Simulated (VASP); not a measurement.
Given:

```
InPd
1.0
    3.24138     0.00000     0.00000
    0.00000     3.24138     0.00000
    0.00000     0.00000     3.24138
In Pd
1 1
Cartesian
  1.62069   1.62069   1.62069
  0.00000   0.00000   0.00000
```

The numbers are results of PBE GGA, VASP's PBE PAW potentials (set 64) (plane waves; VASP 6.6.1), not measurements. Run with 520 eV cut-off, 11×11×11 Γ-centred mesh, first-order Methfessel-Paxton smearing of 0.10 eV, potentials In_d Pd.

Problem. Give the stress tensor in GPa (positive for a compressed cell).

Solution. 
```
7.72  0.00  0.00
0.00  7.72  0.00
0.00  0.00  7.72
```
The pressure is its mean diagonal, 7.72 GPa.

The compound is PdIn in the CsCl type structure. This cell is one point of a volume scan, at 0.94 of the reference volume. The electron count is odd and the run is not spin-polarised, which forces a metal.
